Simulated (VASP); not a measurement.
**Lattice constant a of zinc-blende III-V compounds: LDA against PBE**

VASP (plane waves, PAW); cells keep the symmetry of their structure type. Static lattice, each level at its own minimum.

Here x stands for PBE a and y for LDA less PBE.

| solid | PBE a (Å) | LDA less PBE (Å) | cut-off (eV) |
|---|---|---|---|
| BN | 3.626 | ? | 520 |
| AlN | 4.402 | -0.054 | 520 |
| GaN | 4.550 | -0.086 | 520 |
| BAs | 4.817 | -0.074 | 520 |
| GaP | 5.506 | -0.112 | 520 |
| AlAs | 5.733 | -0.095 | 520 |
| InP | 5.959 | -0.130 | 520 |
| InAs | 6.190 | -0.157 | 520 |
| InSb | 6.635 | -0.180 | 520 |

The 8 complete rows are fitted with a straight line, y against x. With u = x - 5.5, the rows have u = -1.0980, -0.9500, -0.6830, 0.0060, 0.2330, 0.4590, 0.6900, 1.1350. Means: u -0.026000, y -0.1110. About the means, the sum of products is -0.22666 and the sum of squares of u is 4.5985; the slope is their ratio. Least squares gives y = -0.1123 - 0.04929·u. Residuals (row less fit): 0.0042, -0.0205, 0.0046, 0.0006, 0.0288, 0.0049, -0.0107, -0.0118; standard error 0.0162 (degrees of freedom: 6). The slope is -0.0493 with a standard error of 0.0075.

Task: Predict the withheld y at x = 3.626 from the fit, and compare with the calculation.

Result: u = -1.8740, so y = -0.1123 - 0.04929 × (-1.8740) = -0.0199 Å. The calculation gives -0.042 Å, 0.0221 Å below the prediction (16.0 % of the range of y in the table). The row lies outside the fitted rows, so this is an extrapolation. From the scatter of the fitted rows alone, a prediction at this place has a standard error of 0.0221 Å, so the miss is 1.0 times that.

AlN is here a metastable form; wurtzite is the usual one. GaN is here a metastable form; wurtzite is the usual one. The rows are a random draw from the solids of this series computed here; series whose standard error about the line passes 12 to 30 % of the range of y, or with no trend, aren't shown in this form.
